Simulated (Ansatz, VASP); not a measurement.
Two plane-wave programs on LaPb2

The input INCAR:

```
PREC = Accurate ; ENCUT = 520
EDIFF = 1E-7 ; ISMEAR = -1
SIGMA = 0.05 ; LREAL = F
LASPH = T ; NELM = 80
ALGO = Normal ; ISIF = 2
LWAVE = F ; LCHARG = F
GGA = PE ; NBANDS = 26
```

Contents of KPOINTS:

```
Automatic mesh
0
Gamma
  9 9 9
```

Contents of POSCAR:

```
LaPb2
1.0
   -2.1068698183      2.1068698183      5.7490359186
    2.1068698183     -2.1068698183      5.7490359186
    2.1068698183      2.1068698183     -5.7490359186
Pb La
2 1
Direct
    0.6863945000      0.6863945000      0.0000000000
    0.3136055000      0.3136055000      0.0000000000
    0.0000000000      0.0000000000      0.0000000000
```

input.yaml

```yaml
crystal:
  lattice:
    - [-2.1068698183, 2.1068698183, 5.7490359186]
    - [2.1068698183, -2.1068698183, 5.7490359186]
    - [2.1068698183, 2.1068698183, -5.7490359186]
  atoms:
    - { symbol: Pb, position: [0.6863945, 0.6863945, 0.0] }
    - { symbol: Pb, position: [0.3136055, 0.3136055, 0.0] }
    - { symbol: La, position: [0.0, 0.0, 0.0] }
hamiltonian:
  xc: pbe
  pseudopotentials: { kind: paw }
kpoints:
  mp_grid: { grid: [9, 9, 9] }
scf:
  occupations: { method: fermi_dirac, width: 0.05 }
output:
  forces: true
  stress: true
  eigenvalues: true
```

Change from the starting cell: volume scaled by 1.06.

Alike in both runs: task single point; functional PBE; k mesh 9 × 9 × 9; occupations fermi-dirac, width 0.05 eV; no spin polarisation.

|  | VASP | Ansatz |
| --- | --- | --- |
| version | VASP 6.6.1 | Ansatz 0.2.0 |
| potentials or method | VASP PAW PBE potentials, release 64 (Pb_d, La) | Ansatz PAW |
| plane-wave cutoff (eV) | 520 | 420 |
| valence electrons in the cell | 39 | 39 |

```csv
,VASP,Ansatz,Ansatz less VASP
gap on the k mesh at the Fermi level (eV),none,none,-
pressure (GPa),-2.3,-2.2,+0.07
largest component of the traceless stress (GPa),0.49,0.50,+0.006
rms of the force components (eV/Å),0.006,0.007,+0.0008
```

Atom by atom the forces differ by 0.001 eV/Å (rms over components). A gap of «none» marks a metal or a gap that the smearing closes. The functional is the same, so the differences come from potentials, cutoffs and numerics.

The runs have no spin-orbit coupling, so splittings on La, Pb are missing.
